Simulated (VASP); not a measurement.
VASP ran on this input.

### POSCAR
```
CuI
1
    3.2028591213     0.0000000000     0.0000000000
   -0.0000000000     3.2028591213    -0.0000000000
   -0.0000000000    -0.0000000000     3.2028591213
Cu I
1 1
Direct
  0.0000000000   0.0000000000   0.0000000000
  0.5000000000   0.5000000000   0.5000000000
```

### KPOINTS
```
Automatic
0
Gamma
  11 11 11
0 0 0
```

**INCAR**
```
SYSTEM=CuI
PREC=Accurate; ENCUT=500; LREAL=.FALSE.
LASPH=.TRUE.
EDIFF=1E-6; NELM=100; ALGO=Normal
LMAXMIX=4
ISMEAR=1; SIGMA=0.1
GGA=PS
IBRION=2; NSW=40; ISIF=3
EDIFFG=-0.02; PSTRESS=300
LWAVE=.FALSE.; LCHARG=.FALSE.
```

POTCAR, in this order: Cu I (PBE.64 set). Program: vasp_std.

Task: Write an equivalent input for Ansatz.

Result: One equivalent input (not run):
Ansatz 0.2 input:
```yaml
crystal:
  lattice:
    - [3.2028591, 0.0000000, 0.0000000]
    - [0.0000000, 3.2028591, 0.0000000]
    - [0.0000000, 0.0000000, 3.2028591]
  atoms:
    - { symbol: Cu, position: [0.0000000, 0.0000000, 0.0000000] }
    - { symbol: I, position: [0.5000000, 0.5000000, 0.5000000] }
kpoints:
  mp_grid: { grid: [11, 11, 11] }
hamiltonian:
  xc: pbesol
  pseudopotentials: { kind: paw }
scf:
  occupations: { method: methfessel_paxton, width: 0.1 }
  max_iter: 100
relax:
  max_steps: 40
  f_tol: 0.02
  cell: { p_target: 30 }
output: { forces: true, stress: true, eigenvalues: true }
```
What does not carry over: each code has its own PAW files, so the cut-off isn't converted (ENCUT is set for VASP's; basis.ecutwfc is left out, and Ansatz then takes the one that its files recommend); Ansatz stops its SCF on the density residual and VASP on the energy change (EDIFF).

The structure was generated: CuI was put into the CsCl type type (Pm-3m), which need not be its known phase. It was relaxed first under an external pressure of 30 GPa.
